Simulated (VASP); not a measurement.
Output of a VASP run:

**OSZICAR**
```
...
DAV:   2    -0.946755700725E+00   -0.83660E+02   -0.80558E+02   555   0.262E+02
DAV:   3    -0.625944513365E+01   -0.53127E+01   -0.52914E+01   630   0.676E+01
DAV:   4    -0.630793247880E+01   -0.48487E-01   -0.48475E-01   565   0.685E+00
DAV:   5    -0.630819217976E+01   -0.25970E-03   -0.25970E-03   645   0.484E-01    0.494E+00
DAV:   6    -0.603600731529E+01    0.27218E+00   -0.69318E-01   731   0.293E+01    0.373E+00
DAV:   7    -0.601891669847E+01    0.17091E-01   -0.19823E-01   560   0.448E+00    0.156E+00
DAV:   8    -0.601910412375E+01   -0.18743E-03   -0.42357E-03   632   0.664E-01    0.476E-01
DAV:   9    -0.601935675158E+01   -0.25263E-03   -0.11093E-03   585   0.299E-01    0.690E-02
DAV:  10    -0.601944334275E+01   -0.86591E-04   -0.13794E-04   593   0.115E-01    0.179E-02
DAV:  11    -0.601945784674E+01   -0.14504E-04   -0.31525E-05   583   0.574E-02    0.595E-03
DAV:  12    -0.601945915210E+01   -0.13054E-05   -0.38803E-06   600   0.198E-02    0.424E-03
DAV:  13    -0.601945915343E+01   -0.13240E-08   -0.63931E-07   400   0.897E-03
   1 F= -.60194592E+01 E0= -.60194592E+01  d E =-.601946E+01
       N       E                     dE             d eps       ncg     rms          rms(c)
DAV:   1    -0.641270426531E+01   -0.39325E+00   -0.53610E+00   615   0.512E+01    0.436E+00
DAV:   2    -0.608380935779E+01    0.32889E+00   -0.10403E+00   615   0.244E+01    0.167E+00
DAV:   3    -0.604026119152E+01    0.43548E-01   -0.47449E-02   580   0.236E+00    0.799E-01
DAV:   4    -0.603090923720E+01    0.93520E-02   -0.67516E-03   560   0.780E-01    0.268E-01
DAV:   5    -0.602984858754E+01    0.10606E-02   -0.97905E-04   724   0.863E-01    0.334E-02
DAV:   6    -0.602985219112E+01   -0.36036E-05   -0.40542E-04   590   0.464E-01    0.260E-02
DAV:   7    -0.602985859717E+01   -0.64061E-05   -0.59679E-05   625   0.141E-01    0.852E-03
DAV:   8    -0.602985829260E+01    0.30456E-06   -0.76827E-06   550   0.381E-02
   2 F= -.60298583E+01 E0= -.60298583E+01  d E =-.103991E-01
       N       E                     dE             d eps       ncg     rms          rms(c)
DAV:   1    -0.605039089042E+01   -0.20532E-01   -0.26147E-01   620   0.106E+01    0.997E-01
DAV:   2    -0.603330888815E+01    0.17082E-01   -0.64704E-02   615   0.731E+00    0.359E-01
DAV:   3    -0.603127305856E+01    0.20358E-02   -0.22367E-03   555   0.490E-01    0.171E-01
DAV:   4    -0.603077983881E+01    0.49322E-03   -0.34200E-04   600   0.229E-01    0.689E-02
DAV:   5    -0.603071703911E+01    0.62800E-04   -0.83596E-05   759   0.173E-01    0.559E-03
DAV:   6    -0.603071761861E+01   -0.57950E-06   -0.21449E-05   555   0.737E-02    0.617E-03
DAV:   7    -0.603071728846E+01    0.33015E-06   -0.27755E-06   515   0.303E-02
   3 F= -.60307173E+01 E0= -.60307173E+01  d E =-.112581E-01
       N       E                     dE             d eps       ncg     rms          rms(c)
DAV:   1    -0.603122178337E+01   -0.50416E-03   -0.68982E-03   620   0.174E+00    0.162E-01
DAV:   2    -0.603076861930E+01    0.45316E-03   -0.16472E-03   615   0.110E+00    0.592E-02
DAV:   3    -0.603071204709E+01    0.56572E-04   -0.57907E-05   550   0.660E-02    0.282E-02
DAV:   4    -0.603069814336E+01    0.13904E-04   -0.79748E-06   596   0.325E-02    0.110E-02
DAV:   5    -0.603069625447E+01    0.18889E-05   -0.14288E-06   305   0.270E-02    0.103E-03
DAV:   6    -0.603069634735E+01   -0.92874E-07   -0.10797E-06   260   0.169E-02
   4 F= -.60306963E+01 E0= -.60306963E+01  d E =-.112372E-01
```

**OUTCAR**
```
------------------------ aborting loop because EDIFF is reached ----------------------------------------
  FORCE on cell =-STRESS in cart. coord.  units (eV):
  Direction    XX          YY          ZZ          XY          YZ          ZX
  --------------------------------------------------------------------------------------
  Total       -0.0178421     -0.0178421     -0.0178421      0.0000000      0.0000000      0.0000000
  in kB       -0.6042189     -0.6042189     -0.6042189      0.0000000      0.0000000      0.0000000
  external PRESSURE =      -0.6042189 kB  Pullay stress =       0.0000000 kB
  volume of cell :       47.31
      direct lattice vectors                 reciprocal lattice vectors
     0.000000000  2.870633298  2.870633298    -0.174177594  0.174177594  0.174177594
     2.870633298  0.000000000  2.870633298     0.174177594 -0.174177594  0.174177594
     2.870633298  2.870633298 -0.000000000     0.174177594  0.174177594 -0.174177594
  FREE ENERGIE OF THE ION-ELECTRON SYSTEM (eV)
  ---------------------------------------------------
  free  energy   TOTEN  =        -6.0306963473 eV

  energy  without entropy=       -6.0306963473  energy(sigma->0) =       -6.03069635

 reached required accuracy - stopping structural energy minimisation
```
(Selected blocks of OUTCAR.)

File POSCAR:
```
ZnSe
1
    0.0000000000     2.8350000000     2.8350000000
    2.8350000000     0.0000000000     2.8350000000
    2.8350000000     2.8350000000     0.0000000000
Zn Se
1 1
Direct
  0.0000000000   0.0000000000   0.0000000000
  0.2500000000   0.2500000000   0.2500000000
```

Task: Reconstruct the remaining input files.

Result: Several could match; the one computed here: the input of the run itself, PBE GGA, plane waves, VASP's PBE PAW potentials (set 64).

### KPOINTS
```
Automatic
0
G
 7 7 7
```

**INCAR**
```
! general
SYSTEM  = ZnSe
PREC    = Accurate
ENCUT   = 480
LREAL   = F   ! projection in real space or not
LASPH   = T   ! aspherical one-centre terms

! electronic loop
EDIFF   = 1E-6   ! SCF stop (eV)
NELM    = 100   ! most electronic steps
ALGO    = Normal
LMAXMIX = 4   ! l cut-off of mixed one-centre charges

! smearing
ISMEAR  = 0   ! Gaussian
SIGMA   = 0.05   ! width (eV)

! functional
GGA     = PE

! ions
IBRION  = 2
NSW     = 60   ! most ionic steps
ISIF    = 3
EDIFFG  = -0.01

! output
LWAVE   = F
LCHARG  = F
```

POTCAR, in this order: Zn Se (PBE.64 set). Program: vasp_std.

Energy and stress use the plane-wave basis of the starting cell.

The compound is ZnSe in the zinc blende structure. This run relaxes it. Symmetry was kept, so distortions that lower it aren't found.
